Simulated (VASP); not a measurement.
# RPA total energies of BP, part 2 of 6

How do semilocal functionals compare with the RPA for BP, and at what cost? The scan starts from a database cell scaled to its smallest volume. The cell is of the zinc-blende type. The start is a cell from a database of measured crystal structures.

VASP 6.6.1, plane waves and PAW; the level of theory is named at each step.

So far. Step 3 (Exact exchange, volume ratio 0.94): The Hartree-Fock energy on these orbitals is -10.4163 eV an atom. Step 4 (Empty bands, volume ratio 0.94): WAVECAR now holds 464 bands for 8 electrons.

### 5. RPA correlation, volume ratio 0.94

This step: RPA correlation on PBE orbitals; plane waves and PAW (P_GW, B_GW) (VASP 6.6.1).

The RPA correlation energy follows from the response function on imaginary frequencies; VASP computes it for a row of response cutoffs and extrapolates.

Input file INCAR:

```
SYSTEM = BP
PREC = Accurate
ENCUT = 440
ISMEAR = 0
SIGMA = 0.05
LREAL = .FALSE.
GGA = PE
NBANDS = 464
ALGO = ACFDT
ENCUTGW = 200
NOMEGA = 12
PRECFOCK = Fast
LWAVE = .FALSE.
LCHARG = .FALSE.
```

Input file POSCAR:

```
BP
1.0
    0.0000000000      2.2226808807      2.2226808807
    2.2226808807      0.0000000000      2.2226808807
    2.2226808807      2.2226808807      0.0000000000
P B
1 1
Direct
    0.7500000000      0.7500000000      0.7500000000
    0.0000000000      0.0000000000      0.0000000000
```

Input file KPOINTS:

```
Automatic mesh
0
Gamma
6 6 6
0 0 0
```

The projector-augmented-wave data sets are P_GW and B_GW (PBE family, release 64).

On the command line:

```bash
mpirun -np 8 vasp_std
```

The program printed:

```text
[banner, memory and clock lines left out]
running    8 mpi-ranks, on    1 nodes
 distrk:  each k-point on    8 cores,    1 groups
 distr:  one band on    1 cores,    8 groups

 POSCAR found type information on POSCAR P B
 POSCAR found :  2 types and       2 ions
 [... a notice as in an earlier step ...]

 LDA part: xc-table for (Slater+PW92), standard interpolation
 found WAVECAR, reading the header
 POSCAR, INCAR and KPOINTS ok, starting setup
 FFT: planning ... GRIDC
 FFT: planning ... GRID_SOFT
 FFT: planning ... GRID
 reading WAVECAR
 the WAVECAR file was read successfully
 initial charge from wavefunction
 available memory per node:     37.72 GB, setting MAXMEM to     38630

 The Fermi energy was updated, please check that it is located mid-gap
 values below the HOMO (VB) or above the LUMO (CB) will cause erroneous energies
 E-fermi :   8.4697

 the WAVEDER file was read successfully
 set NWRITE>2 for more details about minimax calculation
 number of imaginary grid points requested:      12
 number of distinct grids requested:  1
 quadrature errors minimized for energies in [ 0.121E+01, 0.441E+03 ]
 bosonic grid (T=0, re) determined with error: 0.1156E-06
 bosonic grid (re): 0.1156E-06
       0.2936       0.9593       1.8891       3.3660       5.8782
      10.3216      18.4074      33.5174      62.6053     120.9383
     248.0213     614.9899
energies w=
    0.000    0.294    0.000    0.959    0.000    1.889    0.000    3.366
    0.000    5.878    0.000   10.322    0.000   18.407    0.000   33.517
    0.000   62.605    0.000  120.938    0.000  248.021    0.000  614.990
 responsefunction array rank=     152
 LDA part: xc-table for (Slater+PW92), standard interpolation

 min. memory requirement per mpi rank    166.1 MB, per node   1328.8 MB

 allocating   2 responsefunctions rank=   152
 shmem allocating  12 responsefunctions rank=   152
 response function shared by NCSHMEM nodes    1
 Doing            2  frequencies on each core in blocks of           12
NQ=   1    0.0000    0.0000    0.0000,
|.........|.........|.........|.........
 performed       4769000 updates of chi_q(r,r)
 total number of BLAS operations        716.12 Gflops
NQ=   2    0.1667    0.0000    0.0000,
|.........|.........|.........|.........
 performed       9538000 updates of chi_q(r,r)
 total number of BLAS operations       1574.59 Gflops
NQ=   3    0.3333    0.0000    0.0000,
|.........|.........|.........|.........
 performed      14307000 updates of chi_q(r,r)
 total number of BLAS operations       2365.75 Gflops
NQ=   4    0.5000    0.0000    0.0000,
|.........|.........|.........|.........
 performed      19076000 updates of chi_q(r,r)
 total number of BLAS operations       3092.36 Gflops
NQ=   5    0.1667    0.1667    0.0000,
|.........|.........|.........|.........
 performed      23845000 updates of chi_q(r,r)
 total number of BLAS operations       3850.91 Gflops
NQ=   6    0.3333    0.1667    0.0000,
|.........|.........|.........|.........
 performed      28614000 updates of chi_q(r,r)
 total number of BLAS operations       4598.73 Gflops
NQ=   7    0.5000    0.1667    0.0000,
|.........|.........|.........|.........
 performed      33383000 updates of chi_q(r,r)
 total number of BLAS operations       5346.55 Gflops
NQ=   8   -0.3333    0.1667    0.0000,
|.........|.........|.........|.........
 performed      38152000 updates of chi_q(r,r)
 total number of BLAS operations       6105.10 Gflops
NQ=   9   -0.1667    0.1667    0.0000,
|.........|.........|.........|.........
 performed      42921000 updates of chi_q(r,r)
 total number of BLAS operations       6885.31 Gflops
NQ=  10    0.3333    0.3333    0.0000,
|.........|.........|.........|.........
 performed      47690000 updates of chi_q(r,r)
 total number of BLAS operations       7643.86 Gflops
NQ=  11    0.5000    0.3333    0.0000,
|.........|.........|.........|.........
 performed      52459000 updates of chi_q(r,r)
 total number of BLAS operations       8381.04 Gflops
NQ=  12   -0.3333    0.3333    0.0000,
|.........|.........|.........|.........
 performed      57228000 updates of chi_q(r,r)
 total number of BLAS operations       9150.38 Gflops
NQ=  13    0.5000    0.5000    0.0000,
|.........|.........|.........|.........
 performed      61997000 updates of chi_q(r,r)
 total number of BLAS operations      10008.85 Gflops
NQ=  14    0.5000    0.3333    0.1667,
|.........|.........|.........|.........
 performed      66766000 updates of chi_q(r,r)
 total number of BLAS operations      10789.07 Gflops
NQ=  15   -0.3333    0.3333    0.1667,
|.........|.........|.........|.........
 performed      71535000 updates of chi_q(r,r)
 total number of BLAS operations      11536.89 Gflops
NQ=  16   -0.3333    0.5000    0.1667,
|.........|.........|.........|.........
 performed      76304000 updates of chi_q(r,r)
 total number of BLAS operations      12242.59 Gflops
 entering main loop
```

Wall time 42 s (8 MPI ranks of Intel Xeon 6975P-C (Granite Rapids), shared host); peak memory 2 GiB; 5.5 min of CPU time.

Parts of OUTCAR (step 5):

```text
   k-points           NKPTS =     16   k-points in BZ     NKDIM =    216   number of bands    NBANDS=    464

   NELECT =       8.0000    total number of electrons

 E-fermi :   8.4697

 Hartree contr. to MP2           -0.243861      0.000000

 Hartree contr. to MP2           -2.124061      0.000000

 Hartree contr. to MP2           -1.993772      0.000000

 Hartree contr. to MP2           -0.981781      0.000000

      cutoff energy     smooth cutoff   RPA   correlation   Hartree contr. to MP2

      cutoff energy     smooth cutoff   RPA   correlation   Hartree contr. to MP2
---------------------------------------------------------------------------------
            200.000           160.000      -12.4538770509      -20.1408926127
            190.476           152.381      -12.4035734854      -20.0869983097
            181.406           145.125      -12.3491807129      -20.0283254561
            172.768           138.214      -12.2911557513      -19.9652692258
            164.541           131.632      -12.2285114046      -19.8966794368
            156.705           125.364      -12.1617566140      -19.8230591953
            149.243           119.394      -12.0900997176      -19.7434821983
            142.136           113.709      -12.0132712946      -19.6575673255
  linear regression

  converged value                          -13.1119966968      -20.8645558054

[... 7 parts as in an earlier step ...]

[... 2 further parts left out ...]
```

Read from the output:

* RPA correlation energy: -13.11 eV

The correlation energy is -6.5560 eV an atom. With exact exchange the total is -16.9723 eV an atom.

### 6. Comparison: r2SCAN, volume ratio 0.94

This step: r2SCAN; plane waves and PAW (P_GW, B_GW) (VASP 6.6.1).

For comparison the same cell is computed with r2SCAN.

Input file INCAR:

```
SYSTEM = BP
PREC = Accurate
ENCUT = 440
EDIFF = 1E-06
NELM = 100
ISMEAR = 0
SIGMA = 0.05
LREAL = .FALSE.
ALGO = Normal
METAGGA = R2SCAN
LASPH = .TRUE.
NBANDS = 10
LWAVE = .FALSE.
LCHARG = .FALSE.
KPAR = 8
```

POSCAR is that of step 5.

KPOINTS is that of step 5.

On the command line:

```bash
mpirun -np 8 vasp_std
```

The program printed:

```text
[banner, memory and clock lines left out]
running    8 mpi-ranks, on    1 nodes
 distrk:  each k-point on    1 cores,    8 groups
 distr:  one band on    1 cores,    1 groups

 POSCAR found type information on POSCAR P B
 POSCAR found :  2 types and       2 ions
 [... a notice as in an earlier step ...]

|                                                                             |
|               ----> ADVICE to this user running VASP <----                  |
|                                                                             |
|     You enforced a specific xc type in the INCAR file but a different       |
|     [... a line on the potential file left out ...]
|     I HOPE YOU KNOW WHAT YOU ARE DOING!                                     |
|                                                                             |

 LDA part: xc-table for (None), standard interpolation
 POSCAR, INCAR and KPOINTS ok, starting setup
 FFT: planning ... GRIDC
 FFT: planning ... GRID_SOFT
 FFT: planning ... GRID
 WAVECAR not read
 entering main loop
       N       E                     dE             d eps       ncg     rms          rms(c)
DAV:   1     0.103567E+02    0.10357E+02   -0.41880E+03   320   0.752E+02
DAV:   2    -0.186967E+02   -0.29053E+02   -0.27134E+02   548   0.165E+02
DAV:   3    -0.195894E+02   -0.89276E+00   -0.89005E+00   406   0.246E+01
DAV:   4    -0.196001E+02   -0.10696E-01   -0.10693E-01   492   0.296E+00
DAV:   5    -0.196002E+02   -0.70403E-04   -0.70378E-04   402   0.229E-01    0.468E+00
DAV:   6    -0.172843E+02    0.23160E+01   -0.15755E+00   500   0.937E+00    0.226E+00
DAV:   7    -0.172279E+02    0.56357E-01   -0.25371E-01   448   0.305E+00    0.839E-01
DAV:   8    -0.172217E+02    0.62161E-02   -0.22239E-02   484   0.115E+00    0.963E-02
DAV:   9    -0.172217E+02   -0.12683E-04   -0.63997E-04   396   0.216E-01    0.510E-02
DAV:  10    -0.172218E+02   -0.86999E-04   -0.11178E-04   412   0.108E-01    0.885E-03
DAV:  11    -0.172218E+02    0.86701E-06   -0.98720E-06   464   0.240E-02
   1 F= -.17221777E+02 E0= -.17221777E+02  d E =-.515689E-18
```

It took 3.4 s on 8 MPI ranks; peak memory 1 GiB.

OUTCAR, selected parts (step 6):

```text
   NELECT =       8.0000    total number of electrons

 E-fermi :   8.1216

 k-point     1 :       0.0000    0.0000    0.0000
  band No.  band energies     occupation
      1      -9.0489      2.00000
      2       7.8289      2.00000
      3       7.8289      2.00000
      4       7.8289      2.00000
      5      11.5214      0.00000
      6      11.5214      0.00000
      7      11.5214      0.00000
      8      16.8110      0.00000
      9      20.5327      0.00000
    ...

  Total        1.5434282      1.5434282      1.5434282      0.0000000      0.0000000      0.0000000
  in kB      112.5992963    112.5992963    112.5992963      0.0000000      0.0000000      0.0000000
  external PRESSURE =     112.5992963 kB  Pullay stress =       0.0000000 kB

 POSITION                                       TOTAL-FORCE (eV/Angst)
 -----------------------------------------------------------------------------------
      3.33402      3.33402      3.33402        -0.000000     -0.000000     -0.000000
      0.00000      0.00000      0.00000         0.000000      0.000000      0.000000
 -----------------------------------------------------------------------------------
    total drift:                                0.000000      0.000000      0.000000

  FREE ENERGIE OF THE ION-ELECTRON SYSTEM (eV)
  ---------------------------------------------------
  free  energy   TOTEN  =       -17.2217772815 eV

  energy  without entropy=      -17.2217772815  energy(sigma->0) =      -17.22177728

[... 8 parts as in an earlier step ...]

[... 8 further parts left out ...]
```

The PAW data sets were made with PBE, which is usual practice but a small mismatch for other functionals.

Read from the output:

| Quantity | Value |
| --- | --- |
| free energy (TOTEN) | -17.22 eV |
| Fermi energy | 8.122 eV |
| pressure | 11.26 GPa |
| gap on the k-mesh | 1.379 eV |
| least direct gap on the k-mesh | 3.692 eV |

Its energy is -8.6109 eV an atom, on a zero of its own.

### 7. Orbitals for comparison: HSE06, volume ratio 0.94

This step: PBE; plane waves and PAW (P_GW, B_GW) (VASP 6.6.1).

A hybrid converges faster from good orbitals, so a cheap PBE run writes WAVECAR first.

Input file INCAR:

```
SYSTEM = BP
PREC = Accurate
ENCUT = 440
EDIFF = 1E-05
NELM = 100
ISMEAR = 0
SIGMA = 0.05
LREAL = .FALSE.
ALGO = Normal
GGA = PE
NBANDS = 10
LORBIT = 11
LWAVE = .TRUE.
LCHARG = .FALSE.
KPAR = 8
```

POSCAR is that of step 6.

KPOINTS is that of step 6.

On the command line:

```bash
mpirun -np 8 vasp_std
```

The program printed:

```text
[banner, memory and clock lines left out]
running    8 mpi-ranks, on    1 nodes
 distrk:  each k-point on    1 cores,    8 groups
 distr:  one band on    1 cores,    1 groups

 POSCAR found type information on POSCAR P B
 POSCAR found :  2 types and       2 ions
 [... a notice as in an earlier step ...]

 LDA part: xc-table for (Slater+PW92), standard interpolation
 POSCAR, INCAR and KPOINTS ok, starting setup
 FFT: planning ... GRIDC
 FFT: planning ... GRID_SOFT
 FFT: planning ... GRID
 WAVECAR not read
 entering main loop
       N       E                     dE             d eps       ncg     rms          rms(c)
[... 10 cycles as in an earlier step ...]
DAV:  11    -0.128400E+02    0.22778E-06   -0.19002E-05   402   0.315E-02
   1 F= -.12840040E+02 E0= -.12840040E+02  d E =-.988169E-20
 writing wavefunctions
```

It took 1.2 s on 8 MPI ranks; peak memory 0.99 GiB; 5.2 s of CPU time.

From OUTCAR (step 7):

```text
   NELECT =       8.0000    total number of electrons

 E-fermi :   8.1748

 k-point     1 :       0.0000    0.0000    0.0000
  band No.  band energies     occupation
      1      -8.1597      2.00000
      2       7.8657      2.00000
      3       7.8657      2.00000
      4       7.8657      2.00000
      5      11.3681      0.00000
      6      11.3681      0.00000
      7      11.3681      0.00000
      8      16.2031      0.00000
      9      20.0007      0.00000
    ...

  Total        1.7645630      1.7645630      1.7645630      0.0000000      0.0000000      0.0000000
  in kB      128.7319692    128.7319692    128.7319692      0.0000000      0.0000000      0.0000000
  external PRESSURE =     128.7319692 kB  Pullay stress =       0.0000000 kB

 POSITION                                       TOTAL-FORCE (eV/Angst)
 -----------------------------------------------------------------------------------
      3.33402      3.33402      3.33402        -0.000000     -0.000000     -0.000000
      0.00000      0.00000      0.00000         0.000000      0.000000      0.000000
 -----------------------------------------------------------------------------------
    total drift:                               -0.000000     -0.000000     -0.000000

  FREE ENERGIE OF THE ION-ELECTRON SYSTEM (eV)
  ---------------------------------------------------
  free  energy   TOTEN  =       -12.8400403146 eV

  energy  without entropy=      -12.8400403146  energy(sigma->0) =      -12.84004031

[... 9 parts as in an earlier step ...]

[... 8 further parts left out ...]
```

Read from the output:

```
free energy (TOTEN)            : -12.84 eV
Fermi energy                   : 8.175 eV
pressure                       : 12.87 GPa
gap on the k-mesh              : 1.207 eV
least direct gap on the k-mesh : 3.502 eV
```

The run ends at a pressure of 12.87 GPa.

### 8. Comparison: HSE06, volume ratio 0.94

This step: HSE06; plane waves and PAW (P_GW, B_GW) (VASP 6.6.1).

For comparison the same cell is computed with HSE06.

Input file INCAR:

```
SYSTEM = BP
PREC = Accurate
ENCUT = 440
EDIFF = 1E-06
NELM = 100
ISMEAR = 0
SIGMA = 0.05
LREAL = .FALSE.
ALGO = Normal
LHFCALC = .TRUE.
AEXX = 0.25
GGA = PE
HFSCREEN = 0.2
LASPH = .TRUE.
NBANDS = 10
PRECFOCK = Fast
LWAVE = .FALSE.
LCHARG = .FALSE.
KPAR = 8
```

POSCAR is that of step 7.

KPOINTS is that of step 7.

The run starts from files that an earlier step left in the folder.

On the command line:

```bash
mpirun -np 8 vasp_std
```

The program printed:

```text
[banner, memory and clock lines left out]
running    8 mpi-ranks, on    1 nodes
 distrk:  each k-point on    1 cores,    8 groups
 distr:  one band on    1 cores,    1 groups

 POSCAR found type information on POSCAR P B
 POSCAR found :  2 types and       2 ions
 [... a notice as in an earlier step ...]

 LDA part: xc-table for (Slater+PW92), standard interpolation
 found WAVECAR, reading the header
 POSCAR, INCAR and KPOINTS ok, starting setup
 FFT: planning ... GRIDC
 FFT: planning ... GRID_SOFT
 FFT: planning ... GRID
 reading WAVECAR
 the WAVECAR file was read successfully
 initial charge from wavefunction
 entering main loop
       N       E                     dE             d eps       ncg     rms          rms(c)
DAV:   1    -0.147971E+02   -0.14797E+02   -0.25499E-01   454   0.450E+00    0.220E-01
DAV:   2    -0.147987E+02   -0.16276E-02   -0.51514E-03   410   0.556E-01    0.155E-01
DAV:   3    -0.147984E+02    0.28279E-03   -0.30353E-04   450   0.167E-01    0.957E-02
DAV:   4    -0.147983E+02    0.11581E-03   -0.37190E-05   448   0.625E-02    0.571E-02
DAV:   5    -0.147983E+02    0.39858E-04   -0.12367E-05   484   0.343E-02    0.337E-02
DAV:   6    -0.147983E+02    0.13429E-04   -0.39816E-06   396   0.188E-02    0.198E-02
DAV:   7    -0.147983E+02    0.43718E-05   -0.11879E-06   206   0.112E-02    0.118E-02
DAV:   8    -0.147983E+02    0.13259E-05   -0.77844E-07   228   0.866E-03    0.688E-03
DAV:   9    -0.147983E+02    0.44732E-06   -0.32311E-07   190   0.678E-03
   1 F= -.14798256E+02 E0= -.14798256E+02  d E =-.954046E-11
```

The job ended after 11 s (8 MPI ranks; peak memory 1.7 GiB; 86 s of CPU time).

OUTCAR, selected parts (step 8):

```text
   k-points           NKPTS =     16   k-points in BZ     NKDIM =    216   number of bands    NBANDS=     10

   NELECT =       8.0000    total number of electrons

 E-fermi :   7.6358

 k-point     1 :       0.0000    0.0000    0.0000
  band No.  band energies     occupation
      1     -10.2738      2.00000
      2       7.4265      2.00000
      3       7.4265      2.00000
      4       7.4265      2.00000
      5      11.8967      0.00000
      6      11.8967      0.00000
      7      11.8967      0.00000
      8      17.1332      0.00000
      9      20.5406      0.00000
    ...

 POSITION                                       TOTAL-FORCE (eV/Angst)
 -----------------------------------------------------------------------------------
      3.33402      3.33402      3.33402        -0.000000     -0.000000     -0.000000
      0.00000      0.00000      0.00000         0.000000      0.000000      0.000000
 -----------------------------------------------------------------------------------
    total drift:                               -0.000001      0.000000     -0.000000

  FREE ENERGIE OF THE ION-ELECTRON SYSTEM (eV)
  ---------------------------------------------------
  free  energy   TOTEN  =       -14.7982556890 eV

  energy  without entropy=      -14.7982556890  energy(sigma->0) =      -14.79825569

[... 8 parts as in an earlier step ...]

[... 8 further parts left out ...]
```

Numbers from this step:

| Quantity | Value |
| --- | --- |
| free energy (TOTEN) | -14.80 eV |
| Fermi energy | 7.636 eV |
| gap on the k-mesh | 1.967 eV |
| least direct gap on the k-mesh | 4.470 eV |

Its energy is -7.3991 eV an atom, on a zero of its own.

(Part 2 of 6 ends here.)

[Long decimals in the printed logs are rounded to 6 places.]

[Lines on the potential files, build, host, timing and source positions are cut from VASP's logs without a mark.]

[Logs are printed without paths, hosts, clocks, repeated set-up lines and the standing remarks that a program may print on its own settings, such as how far it seeks lower states.]

[Hosts, paths, dates, database ids (printed as entryN), source tags and the programs' standing remarks are cut or masked in the printed files.]

[Measured values are set beside computed ones only where the two were judged alike; some that the calculation misses by far are left out.]

[Pressures printed for these runs are not shown converged in the cutoff: they can be off by several GPa and have the wrong sign.]
